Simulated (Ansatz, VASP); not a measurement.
Two plane-wave programs on Ru14W

INCAR

```
PREC = Accurate ; ENCUT = 520
EDIFF = 1E-6 ; ISMEAR = 1
SIGMA = 0.1 ; LREAL = Auto
LASPH = T ; NELM = 100
ALGO = Normal ; ISIF = 2
LWAVE = F ; LCHARG = F
LDIPOL = T ; IDIPOL = 3
DIPOL = 0.5 0.5 0.500 ; GGA = PE
IBRION = 2 ; NSW = 90
EDIFFG = -0.08
```

File KPOINTS:

```
regular mesh
0
Gamma
  6 6 1
```

The input POSCAR:

```
Ru14W
1.0
    4.0794366049      2.3552637854      0.0000000000
   -4.0794366049      2.3552637854      0.0000000000
    0.0000000000      0.0000000000     20.5936087093
Ru W
14 1
Direct
    0.3333330000      0.3333330000      0.2913525300
    0.6666670000      0.0000000000      0.2913525300
    0.0000000000      0.6666670000      0.2913525300
    0.3333330000      0.0000000000      0.3956762650
    0.6666670000      0.6666670000      0.3956762650
    1.0000000000      0.3333330000      0.3956762650
    0.3333330000      0.3333330000      0.5000000000
    0.6666670000      0.0000000000      0.5000000000
    0.0000000000      0.6666670000      0.5000000000
    0.6666670000      0.6666670000      0.6043237350
    1.0000000000      0.3333330000      0.6043237350
    0.3333330000      0.3333330000      0.7086474700
    0.6666670000      0.0000000000      0.7086474700
    0.0000000000      0.6666670000      0.7086474700
    0.3333330000      0.0000000000      0.6043237350
```

Input for Ansatz:

```yaml
crystal:
  lattice:
    - [4.0794366049, 2.3552637854, 0.0]
    - [-4.0794366049, 2.3552637854, 0.0]
    - [0.0, 0.0, 20.5936087093]
  atoms:
    - { symbol: Ru, position: [0.333333, 0.333333, 0.29135253] }
    - { symbol: Ru, position: [0.666667, 0.0, 0.29135253] }
    - { symbol: Ru, position: [0.0, 0.666667, 0.29135253] }
    - { symbol: Ru, position: [0.333333, 0.0, 0.395676265] }
    - { symbol: Ru, position: [0.666667, 0.666667, 0.395676265] }
    - { symbol: Ru, position: [1.0, 0.333333, 0.395676265] }
    - { symbol: Ru, position: [0.333333, 0.333333, 0.5] }
    - { symbol: Ru, position: [0.666667, 0.0, 0.5] }
    - { symbol: Ru, position: [0.0, 0.666667, 0.5] }
    - { symbol: W, position: [0.333333, 0.0, 0.604323735] }
    - { symbol: Ru, position: [0.666667, 0.666667, 0.604323735] }
    - { symbol: Ru, position: [1.0, 0.333333, 0.604323735] }
    - { symbol: Ru, position: [0.333333, 0.333333, 0.70864747] }
    - { symbol: Ru, position: [0.666667, 0.0, 0.70864747] }
    - { symbol: Ru, position: [0.0, 0.666667, 0.70864747] }
basis:
  ecutwfc: 600.0
kpoints:
  mp_grid: { grid: [6, 6, 1] }
hamiltonian:
  xc: pbe
  pseudopotentials: { kind: paw, azcp: { folder: soft_1 } }
scf:
  occupations: { method: methfessel_paxton, width: 0.1 }
  n_extra_bands: 11
  max_iter: 160
output:
  forces: true
  eigenvalues: true
relax:
  adjacent_minimum: "off"
  f_tol: 0.08
  max_steps: 70
efield:
  axis: 3
  dipole_correction: true
```

The cell was built by a generator and needn't be a form met in nature.

Alike in both runs: task relaxation of the atoms; functional PBE; k mesh 6 × 6 × 1; occupations methfessel-paxton of order 1, width 0.1 eV; no spin polarisation.

|  | VASP | Ansatz |
| --- | --- | --- |
| version | VASP 6.6.1 | Ansatz 0.2.0 |
| potentials or method | VASP PAW PBE potentials, release 64 (Ru_pv, W_sv) | scalar-relativistic, plane waves, PAW |
| plane-wave cutoff (eV) | 520 | 600 |
| valence electrons in the cell | 210 | 238 |

```csv
,VASP,Ansatz,Ansatz less VASP
"gap on the k mesh at the Fermi level, each at its own relaxed structure (eV)",none,none,-
energy change over the relaxation (meV/atom),-17,-17,-0.4
```

A gap of «none» marks a metal or a gap that the smearing closes. The two sets of potentials don't hold the same shells in valence. Ansatz warned: «structure_snapped_to_symmetry».

 Spin-orbit coupling is left out, which matters for the levels of W.
